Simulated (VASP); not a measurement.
Input:

```yaml
crystal:
  lattice:
    - [0.00000, 2.65238, 2.65238]
    - [2.65238, 0.00000, 2.65238]
    - [2.65238, 2.65238, 0.00000]
  atoms:
    - { symbol: Co, position: [0.00000, 0.00000, 0.00000] }
    - { symbol: Si, position: [0.25000, 0.25000, 0.25000] }
    - { symbol: Si, position: [0.75000, 0.75000, 0.75000] }
```

Method: PBE GGA with D4 dispersion, VASP's PBE PAW potentials (set 64) (plane waves; VASP 6.6.1). Run with 520 eV cut-off, 11×11×11 Γ-centred mesh, tetrahedra with Blöchl corrections, potentials Co Si.

Problem. Predict the energy per atom (σ→0), band gap (on the k-mesh) with the smallest direct gap where there is one.

Solution. 
* **band gap (on the k-mesh)**: none (metal, semimetal or under 0.01 eV)
* **energy per atom (σ→0)**: -6.897 eV/atom

The compound is CoSi2 in the fluorite structure. It was relaxed first. The run is not spin-polarised, so no magnetic state was tried. The electron count is odd and the run is not spin-polarised, which forces a metal.
